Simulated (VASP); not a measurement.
Consider the following.

```
PtSe2
1.0
    1.84988    -3.20409     0.00000
    1.84988     3.20409     0.00000
    0.00000     0.00000     5.20820
Pt Se
1 2
Direct
  0.00000   0.00000   0.00000
  0.33333   0.66667   0.24664
  0.66667   0.33333   0.75336
```

These are r2SCAN+rVV10, VASP's PBE PAW potentials (set 64) (plane waves; VASP) values and carry that method's errors. Numerical set-up: 520 eV cut-off, 9×9×6 Γ-centred mesh, first-order Methfessel-Paxton smearing of 0.10 eV, potentials Pt Se.

**Question.** The ions and cell shape at fixed volume are relaxed. Which structure does the run end with?

**Answer.** 
```
PtSe2
1.0
    1.86834    -3.23606     0.00000
    1.86834     3.23606     0.00000
    0.00000     0.00000     5.10581
Pt Se
1 2
Direct
  0.00000   0.00000   0.00000
  0.33333   0.66667   0.25344
  0.66667   0.33333   0.74656
```
Space group P-3m1 (164), at a tolerance of 0.03 Å.

**Question.** How much energy does the relaxation gain?

**Answer.** The energy (σ→0) changes by -5.9 meV/atom, in 7 ionic steps.

| step | E(σ→0) (eV) | max force (eV/Å) | pressure (GPa) | volume (Å³) |
|---|---|---|---|---|
| 1 | -80.9907 | 0.388 | 4.05 | 61.74 |
| 2 | -81.0028 | 0.155 | 2.60 | 61.74 |
| 3 | -81.0063 | 0.077 | 1.13 | 61.74 |
| 4 | -81.0064 | 0.050 | 1.30 | 61.74 |
| 5 | -81.0079 | 0.021 | 1.08 | 61.74 |
| 6 | -81.0082 | 0.014 | 0.84 | 61.74 |
| 7 | -81.0083 | 0.005 | 0.90 | 61.74 |

The compound is PtSe2 in the 1T layered structure. This cell is one point of a volume scan, at 0.97 of the reference volume. Symmetry was kept, so distortions that lower it aren't found.
